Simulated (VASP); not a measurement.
Pb₂SeS (space group R-3m): the band gap from VASP (plane waves, PAW) at several levels of theory. Gaps are without spin-orbit coupling. Each level names its cell: its own relaxed one, PBE's, or the starting one. A gap is the smallest over the k-mesh and a band path; hybrids may have named points in place of the path, and GW has the mesh alone.

| level | band gap (eV) |
|---|---|
| LDA (own cell) | 0.04 |
| PBEsol (own cell) | 0.18 |

The cell of the LDA (own cell) run:

```cif
data_Pb2SSe
_chemical_formula_sum 'Pb2 Se1 S1'
_space_group_name_H-M_alt 'P 1'
_space_group_IT_number 1
_cell_length_a 7.28345
_cell_length_b 7.28345
_cell_length_c 7.28345
_cell_angle_alpha 33.567
_cell_angle_beta 33.567
_cell_angle_gamma 33.567
loop_
_space_group_symop_operation_xyz
  'x, y, z'
loop_
_atom_site_label
_atom_site_type_symbol
_atom_site_fract_x
_atom_site_fract_y
_atom_site_fract_z
_atom_site_occupancy
Pb1 Pb 0.75318 0.75318 0.75318 1
Pb2 Pb 0.24682 0.24682 0.24682 1
Se1 Se 0.00000 0.00000 0.00000 1
S1 S 0.50000 0.50000 0.50000 1
```

Only levels that ran to the end are used. Left out are those held back, those with too coarse a band path, GW runs whose mesh misses a band edge, hybrids' fits of cells that aren't cubic and levels without matching references; a question may draw on a part of the rest.

The structure comes from a computed database's Pb2SeS entry (R-3m); how it stands against other phases isn't given here.
